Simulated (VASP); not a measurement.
OSZICAR of a VASP run on Tm (hcp):

File OSZICAR:
```
       N       E                     dE             d eps       ncg     rms          rms(c)
DAV:   1     0.718917396203E+02    0.71892E+02   -0.84595E+03  1664   0.131E+03
DAV:   2     0.365404553657E+00   -0.71526E+02   -0.70414E+02  1692   0.409E+02
DAV:   3    -0.412428023992E+01   -0.44897E+01   -0.42247E+01  2701   0.627E+01
DAV:   4    -0.423968254083E+01   -0.11540E+00   -0.11389E+00  2634   0.850E+00
DAV:   5    -0.424115621937E+01   -0.14737E-02   -0.14733E-02  2413   0.849E-01    0.235E+01
DAV:   6    -0.424762686370E+01   -0.64706E-02   -0.29423E-02  2618   0.196E+00    0.140E+01
DAV:   7    -0.426309178581E+01   -0.15465E-01   -0.58246E-02  2489   0.278E+00    0.361E-01
DAV:   8    -0.426293349182E+01    0.15829E-03   -0.36345E-03  2147   0.542E-01    0.581E-02
DAV:   9    -0.426296683419E+01   -0.33342E-04   -0.21347E-04  2670   0.154E-01    0.302E-02
DAV:  10    -0.426296385855E+01    0.29756E-05   -0.29988E-05  2386   0.512E-02    0.460E-02
DAV:  11    -0.426296421128E+01   -0.35273E-06   -0.39669E-06  1824   0.185E-02
   1 F= -.42629642E+01 E0= -.42638152E+01  d E =-.426296E+01
       N       E                     dE             d eps       ncg     rms          rms(c)
DAV:   1    -0.446231116380E+01   -0.19935E+00   -0.38540E+00  1704   0.238E+01    0.281E+00
DAV:   2    -0.434172179203E+01    0.12059E+00   -0.34184E-01  1994   0.702E+00    0.126E+00
DAV:   3    -0.428060602124E+01    0.61116E-01   -0.12117E-01  2480   0.382E+00    0.463E-01
DAV:   4    -0.428039450903E+01    0.21151E-03   -0.71270E-03  2245   0.869E-01    0.342E-01
DAV:   5    -0.428070482883E+01   -0.31032E-03   -0.11555E-03  2253   0.340E-01    0.263E-02
DAV:   6    -0.428068843592E+01    0.16393E-04   -0.74736E-05  2636   0.816E-02    0.141E-02
DAV:   7    -0.428068260289E+01    0.58330E-05   -0.58029E-06  1724   0.218E-02    0.163E-03
DAV:   8    -0.428068233955E+01    0.26335E-06   -0.39440E-07  1012   0.101E-02
   2 F= -.42806823E+01 E0= -.42816841E+01  d E =-.177181E-01
       N       E                     dE             d eps       ncg     rms          rms(c)
DAV:   1    -0.428569486808E+01   -0.50123E-02   -0.91594E-02  1749   0.365E+00    0.441E-01
DAV:   2    -0.428278605026E+01    0.29088E-02   -0.79063E-03  1989   0.108E+00    0.194E-01
DAV:   3    -0.428133865277E+01    0.14474E-02   -0.29424E-03  2488   0.590E-01    0.679E-02
DAV:   4    -0.428133132519E+01    0.73276E-05   -0.16979E-04  2282   0.134E-01    0.503E-02
DAV:   5    -0.428133745801E+01   -0.61328E-05   -0.27093E-05  2273   0.522E-02    0.376E-03
DAV:   6    -0.428133730541E+01    0.15260E-06   -0.11528E-06  1094   0.113E-02
   3 F= -.42813373E+01 E0= -.42822681E+01  d E =-.183731E-01
       N       E                     dE             d eps       ncg     rms          rms(c)
DAV:   1    -0.428138469847E+01   -0.47240E-04   -0.10820E-03  1704   0.400E-01    0.493E-02
DAV:   2    -0.428134993945E+01    0.34759E-04   -0.97496E-05  1994   0.122E-01    0.216E-02
DAV:   3    -0.428133218962E+01    0.17750E-04   -0.34418E-05  2493   0.638E-02    0.725E-03
DAV:   4    -0.428133192549E+01    0.26413E-06   -0.18225E-06  1119   0.153E-02
   4 F= -.42813319E+01 E0= -.42822558E+01  d E =-.183677E-01
       N       E                     dE             d eps       ncg     rms          rms(c)
DAV:   1    -0.428343671139E+01   -0.21045E-02   -0.65864E-02  1739   0.204E+00    0.196E-01
DAV:   2    -0.428254983678E+01    0.88687E-03   -0.24525E-03  2534   0.673E-01    0.117E-01
DAV:   3    -0.428204983221E+01    0.50000E-03   -0.56389E-04  2539   0.233E-01    0.526E-02
DAV:   4    -0.428205335023E+01   -0.35180E-05   -0.90498E-05  2359   0.779E-02    0.246E-02
DAV:   5    -0.428205289397E+01    0.45626E-06   -0.25068E-06  1279   0.181E-02
   5 F= -.42820529E+01 E0= -.42830346E+01  d E =-.720968E-03
       N       E                     dE             d eps       ncg     rms          rms(c)
DAV:   1    -0.428319490806E+01   -0.11416E-02   -0.48882E-02  1734   0.176E+00    0.171E-01
DAV:   2    -0.428254072969E+01    0.65418E-03   -0.18163E-03  2539   0.580E-01    0.995E-02
DAV:   3    -0.428216847998E+01    0.37225E-03   -0.42351E-04  2539   0.202E-01    0.415E-02
DAV:   4    -0.428217126381E+01   -0.27838E-05   -0.68353E-05  2339   0.674E-02    0.200E-02
DAV:   5    -0.428217097628E+01    0.28753E-06   -0.15570E-06  1091   0.150E-02
   6 F= -.42821710E+01 E0= -.42831990E+01  d E =-.839051E-03
       N       E                     dE             d eps       ncg     rms          rms(c)
DAV:   1    -0.428223899157E+01   -0.67728E-04   -0.24509E-03  1754   0.395E-01    0.390E-02
DAV:   2    -0.428220547919E+01    0.33512E-04   -0.91561E-05  2516   0.130E-01    0.220E-02
DAV:   3    -0.428218670757E+01    0.18772E-04   -0.21349E-05  2515   0.453E-02    0.903E-03
DAV:   4    -0.428218690179E+01   -0.19422E-06   -0.32797E-06  1374   0.151E-02
   7 F= -.42821869E+01 E0= -.42832058E+01  d E =-.854976E-03
```

Question: Which electronic solver shows in the log?

Answer: It is blocked Davidson (ALGO = Normal, or the opening steps of other solvers). The INCAR had ALGO = Normal.

Question: Can the final energy be trusted as converged?

Answer: Self-consistency was reached. It stopped with EDIFF = 1E-6, NELM = 100, NSW = 60 and EDIFFG = -0.01 after 7 ionic steps (vdW-DF-cx, plane waves, VASP's PBE PAW potentials (set 64)). The 4f electrons are frozen in the core of the lanthanide potential, so 4f levels, which can set the real gap, and their magnetism are missing. Energy and stress use the plane-wave basis of the starting cell.

The compound is Tm in the hcp structure. This run relaxes it. Symmetry was kept, so distortions that lower it aren't found.
